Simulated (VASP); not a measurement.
Here is the system:

```
CELL_PARAMETERS angstrom
      0.00000     2.86985     2.86985
      2.86985     0.00000     2.86985
      2.86985     2.86985     0.00000
ATOMIC_POSITIONS crystal
  Zn 0.00000 0.00000 0.00000
  Se 0.25000 0.25000 0.25000
```

Computed with PBE GGA, VASP's PBE PAW potentials (set 64) (plane waves; VASP). Settings: 520 eV cut-off, Gaussian smearing of 0.050 eV, potentials Zn Se.

### Question
What does the run give for the band gap (along the path) with the smallest direct gap where there is one?

### Answer

```
Property                                Value
------------------------------------  -------
band gap (along the path)             1.14 eV
smallest direct gap (along the path)  1.14 eV
```

The compound is ZnSe in the zinc blende structure. It was relaxed first.
